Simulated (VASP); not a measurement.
The system is Si3GeO8.

```xyz
12
Lattice="4.2137 0.0000 0.0000 0.0000 4.2137 2.7469 0.0000 -4.2137 2.7469" Properties=species:S:1:pos:R:3 pbc="T T T"
Si    2.1068   -2.1068    1.3735
Si    2.1068    2.1068    1.3735
Si    0.0000    0.0000    0.0000
Ge    0.0000    0.0000    2.7469
O     2.9253   -1.2884    2.7469
O     2.9253    2.9253    2.7469
O     3.3952    0.8184    1.3735
O     3.3952    0.8184    4.1204
O     1.2884   -2.9253    2.7469
O     1.2884    1.2884    2.7469
O     0.8184   -0.8184    1.3735
O     0.8184   -0.8184    4.1204
```

The cell comes from a database or a generator and needn't be the stable form of this composition.

```yaml
Program: VASP 6.6.1
Task: relaxation of cell and atoms
Functional: PBEsol
Potentials_or_basis: VASP PAW PBE potentials, release 64 (Si, Ge_d, O)
Cutoff: 600 eV
k_mesh: 3 × 3 × 3
Occupations: gaussian, width 0.02 eV
Spin: no spin polarisation
```

At the start: pressure 4.6 GPa; volume 8.13 Å³/atom.

Where does the relaxation end?

Over 12 steps the energy falls by 38.4 meV/atom and the volume is 8.23 Å³/atom (+1.2 %); space group C2/m (No. 12, to 0.05 Å).

The path:
| step | energy change (eV) | largest force (eV/Å) | pressure (GPa) | volume (Å³) |
| --- | --- | --- | --- | --- |
| 1 | 0.0000 | 2.4423 | 4.62 | 97.54 |
| 2 | 0.0157 | 2.2675 | -5.02 | 100.88 |
| 3 | -0.4120 | 0.4900 | -1.63 | 99.12 |
| 4 | -0.4409 | 0.3911 | 1.58 | 98.24 |
| 5 | -0.4451 | 0.2873 | 0.69 | 98.46 |
| 6 | -0.4561 | 0.1684 | -0.04 | 98.75 |
| 7 | -0.4585 | 0.1201 | -0.58 | 98.95 |
| 8 | -0.4595 | 0.1289 | 0.45 | 98.64 |
| 9 | -0.4601 | 0.0534 | 0.01 | 98.76 |
| 10 | -0.4605 | 0.0143 | 0.06 | 98.72 |
| 11 | -0.4605 | 0.0153 | 0.02 | 98.72 |
| 12 | -0.4606 | 0.0081 | -0.04 | 98.73 |

Final structure:
```
Si Ge O
1.0
     4.25190    0.01638    0.00000
     0.01642    4.24324    2.73630
    -0.01642   -4.24324    2.73630
Si Ge O
3 1 8
Cartesian
  2.1342 2.1298 4.1044
  2.1342 2.1298 1.3681
  4.2683 4.2596 2.7363
  4.2519 0.0164 2.7363
  2.8824 -1.2955 2.7363
  2.9855 2.9339 2.7363
  3.4113 0.8549 1.3040
  3.4113 0.8549 4.1686
  1.2664 -2.9175 2.7363
  1.3695 1.3119 2.7363
  0.8406 -0.8385 1.3040
  0.8406 -0.8385 4.1686
```

Caveat: the k mesh is coarse (spacing up to 0.50 Å⁻¹), so the values aren't converged; the PAW data sets were made with another functional, which shifts forces and pressure a little.
